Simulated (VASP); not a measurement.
## MgO: band gap against strain

MgO (rock salt, Fm-3m, 8.906 Å³/atom and stress up to 0.23 GPa in the relaxed cell, cube axes along x, y and z) under an equal strain ε along all three axes. LDA in VASP (plane waves, PAW), 600 eV, 12×12×12 Γ-centred mesh, Gaussian smearing 0.05 eV; ions are relaxed, or left where forces stay under 0.02 eV/Å, within the symmetry of each cell. Gaps are the smallest on the run's k-mesh, which can miss an edge that lies off it, without spin-orbit coupling; in all rows the valence edge lies at Γ and the conduction edge at Γ.

Here s stands for strain and Eg for gap.

| strain (%) | gap (eV) |
|---|---|
| -3.00 | ? |
| -1.50 | 5.620 |
| -1.00 | 5.456 |
| -0.50 | 5.295 |
| 0.00 | 5.138 |
| 0.50 | 4.984 |
| 1.00 | 4.834 |
| 1.50 | 4.688 |

**Question.** Using a straight line, estimate the missing Eg at s = -3.00 from the other rows, showing the fit.

**Answer.** Means: s 0, Eg 5.1450. About the means, the sum of products is -2.1755 and the sum of squares of s is 7.0000; the slope is their ratio. Least squares gives Eg = 5.1450 - 0.31079·s. Residuals (row less fit): 0.0088, 0.0002, -0.0054, -0.0070, -0.0056, -0.0002, 0.0092; standard error 0.0074 (degrees of freedom: 5). Over these rows the gap moves by -31.1 ± 0.3 eV per unit strain, or -10.4 eV per unit of ln V. At the withheld row, Eg = 5.1450 - 0.31079 × (-3.0) = 6.0774 eV. The calculation gives 6.140 eV, 0.0626 eV above the prediction (4.3 % of the range of Eg in the table). The row lies outside the fitted rows, so this is an extrapolation. From the scatter of the fitted rows alone, a prediction at this place has a standard error of 0.0115 eV, so the miss is 5.4 times that.

A polynomial of degree 2 through the 12 other runs of the series gives 6.137 there, so most of the miss is curvature that the fit leaves out. Other structures, which can take over under pressure, weren't tried. Rows are the converged runs of the series near zero and its far end; series whose fitted rows scatter by over a few per cent of the range, as at a crossing or softening among them, aren't shown in this form, nor equations of state whose B0' disagrees with the runs' pressures. Most that stay on the fit to the last digits aren't either.
